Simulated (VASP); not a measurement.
Output of a VASP run:

OUTCAR:
```
 ion  position               nearest neighbor table
   1  0.000  0.000  0.000-
  LATTYP: Found a body centered cubic cell.
 ALAT       =     4.9167536160
 Subroutine PRICEL returns:
 Original cell was already a primitive cell.
 Subroutine GETGRP returns: Found 48 space group operations
The static configuration has the point symmetry O_h .
The dynamic configuration has the point symmetry O_h .
 Subroutine INISYM returns: Found 48 space group operations
 Subroutine IBZKPT returns following result:
 Found     47 irreducible k-points:

 Following reciprocal coordinates:
            Coordinates               Weight
  0.000000  0.000000  0.000000      1.000000
  0.100000  0.000000  0.000000     12.000000
  0.200000  0.000000  0.000000     12.000000
  0.300000  0.000000  0.000000     12.000000
  0.400000  0.000000  0.000000     12.000000
  0.500000  0.000000  0.000000      6.000000
  0.100000  0.100000  0.000000     24.000000
  0.200000  0.100000  0.000000     48.000000
  0.300000  0.100000  0.000000     48.000000
  0.400000  0.100000  0.000000     48.000000
  0.200000  0.200000  0.000000     24.000000
  0.300000  0.200000  0.000000     48.000000
  0.400000  0.200000  0.000000     24.000000
  0.300000  0.300000  0.000000     24.000000
  0.100000  0.100000  0.100000      8.000000
  0.200000  0.100000  0.100000     24.000000
  0.300000  0.100000  0.100000     24.000000
  0.400000  0.100000  0.100000     12.000000
 -0.100000  0.100000  0.100000      6.000000
  0.200000  0.200000  0.100000     24.000000
  0.300000  0.200000  0.100000     48.000000
 -0.200000  0.200000  0.100000     24.000000
  0.300000  0.300000  0.100000      8.000000
 -0.300000  0.300000  0.100000     24.000000
 -0.200000  0.300000  0.100000     24.000000
 -0.400000  0.400000  0.100000     24.000000
 -0.300000  0.400000  0.100000     48.000000
  0.500000  0.500000  0.100000     12.000000
 -0.400000  0.500000  0.100000     48.000000
 -0.300000  0.500000  0.100000     24.000000
 -0.400000 -0.400000  0.100000     24.000000
  0.200000  0.200000  0.200000      8.000000
  0.300000  0.200000  0.200000     12.000000
 -0.200000  0.200000  0.200000      6.000000
 -0.300000  0.300000  0.200000     24.000000
 -0.400000  0.400000  0.200000     24.000000
 -0.300000  0.400000  0.200000     24.000000
  0.500000  0.500000  0.200000     12.000000
 -0.400000  0.500000  0.200000     48.000000
 -0.400000 -0.400000  0.200000      8.000000
   k-points           NKPTS =     47   k-points in BZ     NKDIM =     47   number of bands    NBANDS=      9
   number of dos      NEDOS =    301   number of ions     NIONS =      1
   total plane-waves  NPLWV =  32768
   dimension x,y,z NGX =    32 NGY =   32 NGZ =   32
   dimension x,y,z NGXF=    64 NGYF=   64 NGZF=   64
   ions per type =               1
   PREC   = accura    normal or accurate (medium, high low for compatibility)
   ISTART =      0    job   : 0-new  1-cont  2-samecut
   ICHARG =      2    charge: 1-file 2-atom 10-const
   ISPIN  =      1    spin polarized calculation?
   LNONCOLLINEAR =      F non collinear calculations
   LSORBIT =      F    spin-orbit coupling
   INIWAV =      1    electr: 0-lowe 1-rand  2-diag
   ENCUT  =  520.0 eV  38.22 Ry    6.18 a.u.   7.92  7.92  7.92*2*pi/ulx,y,z
   NELM   =    100;   NELMIN=  2; NELMDL= -5     # of ELM steps
   EDIFF  = 0.1E-05   stopping-criterion for ELM
   LREAL  =      F    real-space projection
   NLSPLINE    = F    spline interpolate recip. space projectors
   LMAXMIX     =    4 max onsite mixed and CHGCAR
   VOSKOWN=      0    Vosko Wilk Nusair interpolation
   EDIFFG = -.1E-01   stopping-criterion for IOM
   NSW    =     60    number of steps for IOM
   NBLOCK =      1;   KBLOCK =     60    inner block; outer block
   IBRION =      2    ionic relax: 0-MD 1-quasi-New 2-CG
   NFREE  =      1    steps in history (QN), initial steepest desc. (CG)
...
```

OSZICAR:
```
       N       E                     dE             d eps       ncg     rms          rms(c)
DAV:   1     0.596211532221E+02    0.59621E+02   -0.44020E+03   846   0.924E+02
DAV:   2     0.262009764509E+01   -0.57001E+02   -0.56202E+02  1057   0.150E+02
DAV:   3     0.335592025636E+00   -0.22845E+01   -0.22715E+01  1065   0.356E+01
DAV:   4     0.286423785529E+00   -0.49168E-01   -0.49099E-01  1331   0.441E+00
DAV:   5     0.285645555449E+00   -0.77823E-03   -0.77769E-03  1205   0.318E-01    0.180E+00
DAV:   6     0.283725494770E+00   -0.19201E-02   -0.41346E-03  1094   0.807E-01    0.110E+00
DAV:   7     0.278688919451E+00   -0.50366E-02   -0.15744E-02   903   0.156E+00    0.748E-02
DAV:   8     0.277967570023E+00   -0.72135E-03   -0.18379E-03  1067   0.422E-01    0.288E-02
DAV:   9     0.277968118514E+00    0.54849E-06   -0.39614E-05  1366   0.481E-02    0.884E-03
DAV:  10     0.277964688800E+00   -0.34297E-05   -0.89501E-06  1032   0.202E-02    0.259E-03
DAV:  11     0.277964236533E+00   -0.45227E-06   -0.71635E-07   668   0.678E-03
   1 F= 0.27796424E+00 E0= 0.27821989E+00  d E =0.277964E+00
```

OUTCAR:
```
------------------------ aborting loop because EDIFF is reached ----------------------------------------
  FORCE on cell =-STRESS in cart. coord.  units (eV):
  Direction    XX          YY          ZZ          XY          YZ          ZX
  --------------------------------------------------------------------------------------
  Total       -0.0037028     -0.0037028     -0.0037028      0.0000000     -0.0000000     -0.0000000
  in kB       -0.0998242     -0.0998242     -0.0998242      0.0000000     -0.0000000     -0.0000000
  external PRESSURE =      -0.0998242 kB  Pullay stress =       0.0000000 kB
  volume of cell :       59.43
      direct lattice vectors                 reciprocal lattice vectors
    -2.458376808  2.458376808  2.458376808     0.000000000  0.203386234  0.203386234
     2.458376808 -2.458376808  2.458376808     0.203386234  0.000000000  0.203386234
     2.458376808  2.458376808 -2.458376808     0.203386234  0.203386234  0.000000000
 POSITION                                       TOTAL-FORCE (eV/Angst)
 -----------------------------------------------------------------------------------
      0.00000      0.00000      0.00000         0.000000      0.000000     -0.000000
 -----------------------------------------------------------------------------------
    total drift:                                0.000000      0.000000      0.000000
  FREE ENERGIE OF THE ION-ELECTRON SYSTEM (eV)
  ---------------------------------------------------
  free  energy   TOTEN  =         0.2779642365 eV

  energy  without entropy=        0.2787311969  energy(sigma->0) =        0.27821989

 reached required accuracy - stopping structural energy minimisation
```
(Selected blocks of OUTCAR.)

POSCAR:
```
Ba
1
   -2.4583768080     2.4583768080     2.4583768080
    2.4583768080    -2.4583768080     2.4583768080
    2.4583768080     2.4583768080    -2.4583768080
Ba
1
Direct
  0.0000000000   0.0000000000   0.0000000000
```

Question: Reconstruct the remaining input files.

Answer: This is not unique; one that fits is the input of the run itself, optB88-vdW, plane waves, VASP's PBE PAW potentials (set 64).

KPOINTS:
```
Automatic
0
G
10 10 10
```

**INCAR**
```
SYSTEM = Ba
PREC = Accurate
ENCUT = 520
EDIFF = 1E-6
NELM = 100
ALGO = Normal
LREAL = .FALSE.
LASPH = .TRUE.
ISMEAR = 1
SIGMA = 0.1
GGA = BO
PARAM1 = 0.1833333333
PARAM2 = 0.22
LUSE_VDW = .TRUE.
AGGAC = 0.0
LMAXMIX = 4
LWAVE = .FALSE.
LCHARG = .FALSE.
IBRION = 2
ISIF = 3
NSW = 60
EDIFFG = -0.01
```

POTCAR, in this order: Ba_sv (PBE.64 set). Program: vasp_std.

The compound is Ba in the bcc structure. It was relaxed first, which changed the volume by -6 %. The start is the result of an earlier pass.
